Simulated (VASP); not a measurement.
Calculation: PBE GGA, VASP's PBE PAW potentials (set 64) (plane waves; VASP).

A VASP calculation is set up with these files.

INCAR:
```
ALGO  =  Normal
EDIFF  =  1E-6
ENCUT  =  400
GGA  =  PE
ISIF  =  2
ISMEAR  =  1
LASPH  =  .TRUE.
LCHARG  =  .FALSE.
LMAXMIX  =  4
LREAL  =  .FALSE.
LWAVE  =  .FALSE.
NELM  =  100
PREC  =  Accurate
SIGMA  =  0.1
SYSTEM  =  Ti
```

### POSCAR
```
Ti
1
    1.5045000000    -2.6058700000     0.0000000000
    1.5045000000     2.6058700000     0.0000000000
    0.0000000000     0.0000000000     4.7736000000
Ti
2
Direct
  0.3333330000   0.6666670000   0.2500000000
  0.6666670000   0.3333330000   0.7500000000
```

File KPOINTS:
```
Automatic mesh
0
Gamma
7 7 4
0 0 0
```

POTCAR, in this order: Ti_sv (PBE.64 set). Program: vasp_std.

Output

### OSZICAR
```
       N       E                     dE             d eps       ncg     rms          rms(c)
DAV:   1     0.229235691931E+03    0.22924E+03   -0.12109E+04   776   0.158E+03
DAV:   2     0.951820660335E+01   -0.21972E+03   -0.21850E+03   800   0.453E+02
DAV:   3    -0.167490310820E+02   -0.26267E+02   -0.26011E+02  1528   0.128E+02
DAV:   4    -0.178625077434E+02   -0.11135E+01   -0.11135E+01   776   0.274E+01
DAV:   5    -0.179209977334E+02   -0.58490E-01   -0.58490E-01  1312   0.436E+00    0.112E+01
DAV:   6    -0.156027436779E+02    0.23183E+01   -0.92357E+00   888   0.341E+01    0.264E+00
DAV:   7    -0.155858485641E+02    0.16895E-01   -0.77811E-01  1144   0.706E+00    0.198E+00
DAV:   8    -0.156020324824E+02   -0.16184E-01   -0.18806E-01   896   0.588E+00    0.628E-01
DAV:   9    -0.155935271646E+02    0.85053E-02   -0.51159E-02   896   0.243E+00    0.455E-02
DAV:  10    -0.155936492657E+02   -0.12210E-03   -0.16511E-03  1160   0.309E-01    0.593E-02
DAV:  11    -0.155937126403E+02   -0.63375E-04   -0.13691E-04   888   0.106E-01    0.181E-02
DAV:  12    -0.155936984779E+02    0.14162E-04   -0.58021E-05  1144   0.472E-02    0.611E-03
DAV:  13    -0.155937002575E+02   -0.17795E-05   -0.43578E-06   736   0.203E-02    0.180E-03
DAV:  14    -0.155937002018E+02    0.55647E-07   -0.50821E-07   520   0.727E-03
   1 F= -.15593700E+02 E0= -.15593931E+02  d E =0.693746E-03
```

### OUTCAR
```
------------------------ aborting loop because EDIFF is reached ----------------------------------------
  FORCE on cell =-STRESS in cart. coord.  units (eV):
  Direction    XX          YY          ZZ          XY          YZ          ZX
  --------------------------------------------------------------------------------------
  Total       -1.9537564     -1.9537557     -1.6715677     -0.0000000      0.0000000     -0.0000000
  in kB      -83.6296023    -83.6295741    -71.5506532     -0.0000000      0.0000000     -0.0000000
  external PRESSURE =     -79.6032766 kB  Pullay stress =       0.0000000 kB
  volume of cell :       37.43
      direct lattice vectors                 reciprocal lattice vectors
     1.504500000 -2.605870000  0.000000000     0.332336324 -0.191874499  0.000000000
     1.504500000  2.605870000  0.000000000     0.332336324  0.191874499  0.000000000
     0.000000000  0.000000000  4.773600000     0.000000000  0.000000000  0.209485504
 POSITION                                       TOTAL-FORCE (eV/Angst)
 -----------------------------------------------------------------------------------
      1.50450      0.86863      1.19340         0.000000     -0.000000      0.000000
      1.50450     -0.86863      3.58020        -0.000000      0.000000      0.000000
 -----------------------------------------------------------------------------------
    total drift:                                0.000198      0.001073     -0.000018
  FREE ENERGIE OF THE ION-ELECTRON SYSTEM (eV)
  ---------------------------------------------------
  free  energy   TOTEN  =       -15.5937002018 eV

  energy  without entropy=      -15.5943939475  energy(sigma->0) =      -15.59393145
```
(Selected blocks of OUTCAR.)

The compound is Ti in the hcp structure. The cell was not relaxed at this level. The k-mesh is coarse (spacing up to 0.34 per Å, 2π included), so the numbers may not be converged in it. The run is one of a series of settings (KPOINTS 7×7×4 Γ-centred mesh against the base run), some of them coarse on purpose.
